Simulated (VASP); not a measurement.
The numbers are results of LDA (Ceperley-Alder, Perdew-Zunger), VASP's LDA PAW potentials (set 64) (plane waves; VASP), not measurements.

VASP ran on this input.

**INCAR**
```
! general
SYSTEM  = PbS
PREC    = Accurate
ENCUT   = 400
LREAL   = F
LASPH   = T

! electronic loop
EDIFF   = 1E-6
NELM    = 100
ALGO    = Normal
LMAXMIX = 4

! smearing
ISMEAR  = 0
SIGMA   = 0.05

! ions
IBRION  = 2
NSW     = 60
ISIF    = 3
EDIFFG  = -0.01

! output
LWAVE   = F
LCHARG  = F
```

### POSCAR
```
PbS
1.0
  0.0000000000   2.9700000000   2.9700000000
  2.9700000000   0.0000000000   2.9700000000
  2.9700000000   2.9700000000   0.0000000000
Pb S
1 1
Cart
  0.0000000000   0.0000000000   0.0000000000
  2.9700000000   2.9700000000   2.9700000000
```

**KPOINTS**
```
Automatic mesh
0
Gamma
7 7 7
0 0 0
```

POTCAR, in this order: Pb_d S (LDA.64 set). Program: vasp_std.

Q: What will the output report for the number of irreducible k-points (NKPTS), largest plane-wave count, number of space-group operations, FFT grid (NGX, NGY, NGZ)?

A: 
| Item | Value |
|---|---|
| number of irreducible k-points (NKPTS) | 20 |
| largest plane-wave count | 966 |
| number of space-group operations | 48 |
| FFT grid (NGX, NGY, NGZ) | 28 × 28 × 28 |

The compound is PbS in the rock salt structure. This run relaxes it. Symmetry was kept, so distortions that lower it aren't found.
